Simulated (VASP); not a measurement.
These are LDA (Ceperley-Alder, Perdew-Zunger), VASP's LDA PAW potentials (set 64) (plane waves; VASP 6.6.1) values and carry that method's errors.

VASP input:

KPOINTS:
```
Automatic mesh
0
Gamma
13 13 13
0 0 0
```

**INCAR**
```
# general
SYSTEM   =  PdIn
PREC     =  Accurate
ENCUT    =  520
LREAL    =  .False.   # projection in real space or not
LASPH    =  .True.   # aspherical one-centre terms

# electronic loop
EDIFF    =  1E-7
NELM     =  100   # most electronic steps
ALGO     =  Normal   # blocked Davidson
LMAXMIX  =  4

# smearing
ISMEAR   =  -5   # tetrahedra, Bloechl

# ions
ISIF     =  2   # forces and stress, cell fixed

# output
LWAVE    =  .False.
LCHARG   =  .True.
LORBIT   =  11
NEDOS    =  601
```

**POSCAR**
```
PdIn
1
    3.2195883762     0.0000000000     0.0000000000
    0.0000000000     3.2195883762     0.0000000000
    0.0000000000     0.0000000000     3.2195883762
In Pd
1 1
Direct
  0.5000000000   0.5000000000   0.5000000000
  0.0000000000   0.0000000000   0.0000000000
```

POTCAR, in this order: In_d Pd (LDA.64 set). Program: vasp_std.

Output of the run:

OSZICAR:
```
       N       E                     dE             d eps       ncg     rms          rms(c)
DAV:   1     0.162398669838E+03    0.16240E+03   -0.11570E+04  2558   0.201E+03
DAV:   2    -0.340362541330E+01   -0.16580E+03   -0.16228E+03  2660   0.416E+02
DAV:   3    -0.109320546072E+02   -0.75284E+01   -0.74825E+01  3122   0.941E+01
DAV:   4    -0.110675456331E+02   -0.13549E+00   -0.13551E+00  3045   0.119E+01
DAV:   5    -0.110734887204E+02   -0.59431E-02   -0.59434E-02  3765   0.226E+00    0.767E+00
DAV:   6    -0.108583407985E+02    0.21515E+00   -0.55967E-01  2926   0.109E+01    0.354E+00
DAV:   7    -0.108118189283E+02    0.46522E-01   -0.84759E-02  3418   0.586E+00    0.162E+00
DAV:   8    -0.108016337915E+02    0.10185E-01   -0.22959E-02  3052   0.148E+00    0.437E-01
DAV:   9    -0.108004851041E+02    0.11487E-02   -0.20105E-03  3297   0.862E-01    0.815E-02
DAV:  10    -0.108004490586E+02    0.36045E-04   -0.53951E-05  3533   0.129E-01    0.375E-02
DAV:  11    -0.108004492511E+02   -0.19248E-06   -0.46855E-06  3069   0.232E-02    0.873E-03
DAV:  12    -0.108004492440E+02    0.71432E-08   -0.23803E-07  2901   0.543E-03
   1 F= -.10800449E+02 E0= -.10800449E+02  d E =0.000000E+00
```

File OUTCAR:
```
------------------------ aborting loop because EDIFF is reached ----------------------------------------
  FORCE on cell =-STRESS in cart. coord.  units (eV):
  Direction    XX          YY          ZZ          XY          YZ          ZX
  --------------------------------------------------------------------------------------
  Total       -0.0472633     -0.0472633     -0.0472633      0.0000000     -0.0000000     -0.0000000
  in kB       -2.2689952     -2.2689952     -2.2689952      0.0000000     -0.0000000     -0.0000000
  external PRESSURE =      -2.2689952 kB  Pullay stress =       0.0000000 kB
  volume of cell :       33.37
      direct lattice vectors                 reciprocal lattice vectors
     3.219588376  0.000000000  0.000000000     0.310598711  0.000000000  0.000000000
     0.000000000  3.219588376  0.000000000     0.000000000  0.310598711  0.000000000
     0.000000000  0.000000000  3.219588376     0.000000000  0.000000000  0.310598711
 POSITION                                       TOTAL-FORCE (eV/Angst)
 -----------------------------------------------------------------------------------
      1.60979      1.60979      1.60979         0.000000      0.000000      0.000000
      0.00000      0.00000      0.00000         0.000000      0.000000      0.000000
 -----------------------------------------------------------------------------------
    total drift:                                0.000000      0.000000     -0.000000
  FREE ENERGIE OF THE ION-ELECTRON SYSTEM (eV)
  ---------------------------------------------------
  free  energy   TOTEN  =       -10.8004492440 eV

  energy  without entropy=      -10.8004492440  energy(sigma->0) =      -10.80044924

 total charge

# of ion       s       p       d       tot
------------------------------------------
    1        0.820   0.799   9.911  11.529
    2        0.445   0.463   8.671   9.578
--------------------------------------------------
tot          1.265   1.261  18.581  21.107
```
(Selected blocks of OUTCAR.)

For a metal the tetrahedron method with Blöchl corrections gives inexact stress and forces.

The compound is PdIn in the CsCl type structure. It was relaxed first. The electron count is odd and the run is not spin-polarised, which forces a metal.
